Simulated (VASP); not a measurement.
An input for Quantum ESPRESSO's pw.x (written as the equivalent of a VASP run, and not itself run):

```
&CONTROL
  calculation = 'vc-relax'
  pseudo_dir = './pseudo'
  outdir = './out'
  tprnfor = .true.
  tstress = .true.
  nstep = 60
  forc_conv_thr = 0.00039
/
&SYSTEM
  ibrav = 0
  nat = 1
  ntyp = 1
  ecutwfc = 62.5
  occupations = 'smearing'
  smearing = 'methfessel-paxton'
  degauss = 0.00735
  input_dft = 'vdw-df-cx'
/
&ELECTRONS
  conv_thr = 7.3e-08
  electron_maxstep = 100
/
&IONS
/
&CELL
/
ATOMIC_SPECIES
  Pb 207.200 Pb.upf
CELL_PARAMETERS angstrom
     0.0000000    2.4750000    2.4750000
     2.4750000    0.0000000    2.4750000
     2.4750000    2.4750000    0.0000000
ATOMIC_POSITIONS crystal
  Pb   0.0000000  0.0000000  0.0000000
K_POINTS automatic
  11 11 11 0 0 0
```

Problem. Translate this input to VASP (INCAR, KPOINTS, POSCAR, choice of POTCAR).

Solution. One answer among several that fit: 
### INCAR
```
LWAVE  =  .FALSE.
LUSE_VDW  =  .TRUE.
SYSTEM  =  Pb
SIGMA  =  0.1   # width (eV)
ALGO  =  Normal
NSW  =  60   # most ionic steps
LASPH  =  .TRUE.   # aspherical one-centre terms
LMAXMIX  =  4   # l cut-off of mixed one-centre charges
NELM  =  100
LREAL  =  .FALSE.   # projection in real space or not
GGA  =  CX
ISIF  =  3   # ions, shape and volume
IBRION  =  2   # conjugate gradients
ISMEAR  =  1   # Methfessel-Paxton
EDIFF  =  1E-6   # SCF stop (eV)
EDIFFG  =  -0.01   # ionic stop
LCHARG  =  .FALSE.
PREC  =  Accurate
ENCUT  =  520   # plane-wave cut-off (eV)
AGGAC  =  0.0
```

### KPOINTS
```
kpoints
0
G
 11 11 11
0 0 0
```

File POSCAR:
```
Pb
1
    0.0000000000     2.4750000000     2.4750000000
    2.4750000000     0.0000000000     2.4750000000
    2.4750000000     2.4750000000     0.0000000000
Pb
1
Direct
  0.0000000000   0.0000000000   0.0000000000
```

POTCAR, in this order: Pb_d (PBE.64 set). Program: vasp_std.

Limits of the translation: the potentials are each code's own (VASP's PAW set, PseudoDojo norm-conserving files in pw.x), so ENCUT and ecutwfc are chosen apart and not converted; conv_thr bounds pw.x's estimated SCF error, while EDIFF bounds the energy change between steps; forc_conv_thr acts on force components and is met together with etot_conv_thr.

The compound is Pb in the fcc structure. This run relaxes it. Symmetry was kept, so distortions that lower it aren't found.
